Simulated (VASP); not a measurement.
An input for Quantum ESPRESSO's pw.x (written as the equivalent of a VASP run, and not itself run):

```
&CONTROL
  calculation = 'scf'
  pseudo_dir = './pseudo'
  outdir = './out'
  tprnfor = .true.
  tstress = .true.
/
&SYSTEM
  ibrav = 0
  nat = 2
  ntyp = 2
  ecutwfc = 66
  occupations = 'smearing'
  smearing = 'gaussian'
  degauss = 0.003675
  input_dft = 'pbe'
/
&ELECTRONS
  conv_thr = 7.3e-08
  electron_maxstep = 100
/
ATOMIC_SPECIES
  Hg 200.592 Hg.upf
  S 32.060 S.upf
CELL_PARAMETERS angstrom
     0.0000000    2.9835000    2.9835000
     2.9835000    0.0000000    2.9835000
     2.9835000    2.9835000    0.0000000
ATOMIC_POSITIONS crystal
  Hg   0.0000000  0.0000000  0.0000000
  S    0.2500000  0.2500000  0.2500000
K_POINTS automatic
  6 6 6 0 0 0
```

Task: Write the VASP files for the same calculation (PBE).

Result: Several could match; the one computed here: 
**INCAR**
```
SYSTEM = HgS
PREC = Accurate; ENCUT = 400; LREAL = .FALSE.
LASPH = .TRUE.
EDIFF = 1E-6; NELM = 100; ALGO = Normal
LMAXMIX = 6
ISMEAR = 0; SIGMA = 0.05
GGA = PE
ISIF = 2
LWAVE = .FALSE.; LCHARG = .FALSE.
```

### KPOINTS
```
Automatic
0
gamma
  6 6 6
0 0 0
```

### POSCAR
```
HgS
1
    0.0000000000     2.9835000000     2.9835000000
    2.9835000000     0.0000000000     2.9835000000
    2.9835000000     2.9835000000     0.0000000000
Hg S
1 1
Direct
  0.0000000000   0.0000000000   0.0000000000
  0.2500000000   0.2500000000   0.2500000000
```

POTCAR, in this order: Hg S (PBE.64 set). Program: vasp_std.

What does not carry over: the potentials are each code's own (VASP's PAW set, PseudoDojo norm-conserving files in pw.x), so ENCUT and ecutwfc are chosen apart and not converted; conv_thr bounds pw.x's estimated SCF error, while EDIFF bounds the energy change between steps.

The compound is HgS in the zinc blende structure, metacinnabar; cinnabar is the stable form. The cell was not relaxed at this level. The k-mesh is coarse (spacing up to 0.30 per Å, 2π included), so the numbers may not be converged in it.
